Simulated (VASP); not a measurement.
Data:

```xyz
64
Lattice="10.9371 0.0000 0.0000 0.0000 10.9371 0.0000 0.0000 0.0000 10.9371" Properties=species:S:1:pos:R:3 pbc="T T T"
Si     5.4685     0.0000     0.0000
Si     6.8357     1.3671     1.3671
Si     8.2028     2.7343     0.0000
Si     9.5699     4.1014     1.3671
Si     8.2028     0.0000     2.7343
Si     9.5699     1.3671     4.1014
Si     0.0000     0.0000     0.0000
Si     1.3671     1.3671     1.3671
Si     2.7343     2.7343     0.0000
Si     4.1014     4.1014     1.3671
Si     5.4685     5.4685     0.0000
Si     6.8357     6.8357     1.3671
Si     8.2028     8.2028     0.0000
Si     9.5699     9.5699     1.3671
Si     2.7343     0.0000     2.7343
Si     4.1014     1.3671     4.1014
Si     5.4685     2.7343     2.7343
Si     6.8404     4.1485     4.1414
Si     8.2028     5.4685     2.7343
Si     9.5699     6.8357     4.1014
Si     5.4685     0.0000     5.4685
Si     6.8357     1.3671     6.8357
Si     8.2028     2.7343     5.4685
Si     9.5699     4.1014     6.8357
Si     8.2028     0.0000     8.2028
Si     9.5699     1.3671     9.5699
Si     0.0000     5.4685     0.0000
Si     1.3671     6.8357     1.3671
Si     2.7343     8.2028     0.0000
Si     4.1014     9.5699     1.3671
Si     0.0000     2.7343     2.7343
Si     1.3671     4.1014     4.1014
Si     2.7343     5.4685     2.7343
Si     4.1121     6.8549     4.1055
Si     5.4685     8.2028     2.7343
Si     6.8357     9.5699     4.1014
Si     0.0000     0.0000     5.4685
Si     1.3671     1.3671     6.8357
Si     2.7343     2.7343     5.4685
Si     4.1136     4.1486     6.8524
Si     6.8117     6.7944     6.8532
Si     8.2028     8.2028     5.4685
Si     9.5699     9.5699     6.8357
Si     2.7343     0.0000     8.2028
Si     4.1014     1.3671     9.5699
Si     5.4685     2.7343     8.2028
Si     6.8357     4.1014     9.5699
Si     8.2028     5.4685     8.2028
Si     9.5699     6.8357     9.5699
Si     0.0000     8.2028     2.7343
Si     1.3671     9.5699     4.1014
Si     0.0000     5.4685     5.4685
Si     1.3671     6.8357     6.8357
Si     2.7343     8.2028     5.4685
Si     4.1014     9.5699     6.8357
Si     0.0000     2.7343     8.2028
Si     1.3671     4.1014     9.5699
Si     2.7343     5.4685     8.2028
Si     4.1014     6.8357     9.5699
Si     5.4685     8.2028     8.2028
Si     6.8357     9.5699     9.5699
Si     0.0000     8.2028     8.2028
Si     1.3671     9.5699     9.5699
Bi     5.4632     5.4408     5.5074
```
Cell charge -1.

Level of theory: PBE GGA, VASP's PBE PAW potentials (set 64) (plane waves; VASP). Run with PREC = Normal, LREAL = Auto, ISYM = 0, NELECT = 258.0, EDIFF = 1E-5, 400 eV cut-off, 1×1×1 Γ-centred mesh, Gaussian smearing of 0.050 eV, potentials Si Bi.

The cell is charged, with a uniform compensating background. The supercell is sampled at Γ alone, which is coarse: total energies, pressure and levels can be off, energies of defects by several tenths of an eV.

Question: The ions are relaxed. What does this cell relax into?

Answer: 
```xyz
64
Lattice="10.9371 0.0000 0.0000 0.0000 10.9371 0.0000 0.0000 0.0000 10.9371" Properties=species:S:1:pos:R:3 pbc="T T T"
Si     5.4678     0.0013     0.0032
Si     6.8410     1.3614     1.3641
Si     8.2026     2.7336     0.0069
Si     9.5754     4.0960     1.3638
Si     8.2028     0.0054     2.7360
Si     9.5773     1.3616     4.0955
Si    10.9370    10.9371    10.9369
Si     1.3769     1.3767     1.3764
Si     2.7361     2.7355    10.9333
Si     4.0947     4.0941     1.3741
Si     5.4678     5.4676     0.0020
Si     6.8437     6.8436     1.3702
Si     8.2025     8.2026    10.9313
Si     9.5609     9.5610     1.3767
Si     2.7362    10.9352     2.7364
Si     4.0962     1.3754     4.0956
Si     5.4664     2.7012     2.7002
Si     7.0229     3.9232     3.9208
Si     8.2419     5.4780     2.6975
Si     9.5671     6.8449     4.0956
Si     5.4683     0.0004     5.4685
Si     6.8429     1.3726     6.8427
Si     8.2414     2.6977     5.4748
Si     9.5673     4.0936     6.8443
Si     8.2016    10.9333     8.2019
Si     9.5609     1.3767     9.5606
Si    10.9359     5.4683     0.0042
Si     1.3610     6.8413     1.3630
Si     2.7340     8.2037     0.0074
Si     4.0956     9.5779     1.3632
Si    10.9335     2.7358     2.7356
Si     1.3732     4.0954     4.0943
Si     2.6993     5.4648     2.6985
Si     3.9200     7.0231     3.9182
Si     5.4765     8.2423     2.6964
Si     6.8443     9.5662     4.0958
Si    10.9349    10.9357     5.4687
Si     1.3602     1.3596     6.8409
Si     2.6961     2.6974     5.4650
Si     3.9026     3.9096     7.0379
Si     7.0205     7.0186     7.0267
Si     8.2376     8.2375     5.4655
Si     9.5735     9.5757     6.8410
Si     2.7354     0.0058     8.2024
Si     4.0960     1.3607     9.5778
Si     5.4753     2.6960     8.2433
Si     6.8438     4.0931     9.5687
Si     8.2426     5.4604     8.2439
Si     9.5781     6.8415     9.5778
Si     0.0061     8.2036     2.7355
Si     1.3615     9.5788     4.0954
Si     0.0002     5.4684     5.4684
Si     1.3701     6.8453     6.8422
Si     2.6969     8.2421     5.4741
Si     4.0944     9.5665     6.8439
Si     0.0063     2.7347     8.2028
Si     1.3597     4.0965     9.5800
Si     2.6912     5.4804     8.2468
Si     4.0944     6.8454     9.5693
Si     5.4628     8.2423     8.2427
Si     6.8414     9.5787     9.5779
Si    10.9311     8.2033     8.2018
Si     1.3767     9.5611     9.5605
Bi     5.4596     5.4643     5.4794
```
Cell charge -1.

Question: How much energy does the relaxation gain?

Answer: The energy (σ→0) changes by -47.9 meV/atom, in 10 ionic steps.

The cell is a supercell with a defect, built from Si (diamond): Bi_Si, charge -1. The run is not spin-polarised, so no state with unpaired spins was tried.
